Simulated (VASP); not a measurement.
```
CELL_PARAMETERS angstrom
      4.02313     0.00000     0.00000
     -2.01157     3.48413     0.00000
      0.00000     0.00000    14.89051
ATOMIC_POSITIONS crystal
  Be 0.66667 0.33333 0.50000
  Te 0.33333 0.66667 0.50000
```

The numbers are results of r2SCAN meta-GGA, VASP's PBE PAW potentials (set 64) (plane waves; VASP), not measurements. Settings: 400 eV cut-off, 9×9×1 Γ-centred mesh, tetrahedra with Blöchl corrections, potentials Be Te.

The cell holds a wide vacuum, so values per volume refer to the whole cell. Unless said otherwise, spin-orbit coupling is left out, though it shifts the bands of the heavy elements here.

Q: Give the energies of bands 2 to 7 at the high-symmetry points, in eV from the valence-band maximum.

A: 
```json
[
 {"band": "2", "Γ": "-1.87", "M": "-4.57", "K": "-4.07"},
 {"band": "3", "Γ": "-0.43", "M": "-1.86", "K": "-3.51"},
 {"band": "4", "Γ": "-0.43", "M": "-0.29", "K": "0.00"},
 {"band": "5", "Γ": "4.50", "M": "3.62", "K": "3.58"},
 {"band": "6", "Γ": "5.34", "M": "3.96", "K": "6.83"},
 {"band": "7", "Γ": "5.34", "M": "8.00", "K": "7.51"}
]
```

The gap is direct, 3.58 eV, from the valence maximum at K to the conduction minimum at K.

The cell is a sheet with vacuum, built from a generated structure.
